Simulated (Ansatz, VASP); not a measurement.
HfHg2: VASP beside Ansatz

```
Hf Hg
1.0
     3.18362    0.00000    0.00000
     0.00000    3.18362    0.00000
     0.00000    0.00000   31.50151
Hf Hg
1 2
Direct
  0.00000 0.00000 0.26983
  0.50000 0.50000 0.33379
  0.50000 0.50000 0.20587
```

Change from the starting cell: species swapped into a sheet of the LaSi2 type.

Alike in both runs: functional PBE; k mesh 14 × 14 × 1; occupations gaussian, width 0.1 eV; no spin polarisation.

Ansatz relaxed the structure, and its values are those at the end. VASP's run is a single point on that final structure, the one shown.

|  | VASP | Ansatz |
| --- | --- | --- |
| version | VASP 6.6.1 | Ansatz 0.2.0 |
| potentials or method | VASP PAW PBE potentials, release 64 (Hf_pv, Hg) | scalar-relativistic, plane waves, PAW |
| plane-wave cutoff (eV) | 520 | 420 |
| valence electrons in the cell | 34 | 66 |

|  | VASP | Ansatz | Ansatz less VASP |
| --- | --- | --- | --- |
| gap on the k mesh at the Fermi level (eV) | none | none | - |
| rms of the force components (eV/Å) | 0.007 | 0.000 | -0.0066 |

A gap of «none» marks a metal or a gap that the smearing closes. The two sets of potentials don't hold the same shells in valence.

Spin-orbit coupling is left out, which matters for the levels of Hf, Hg.
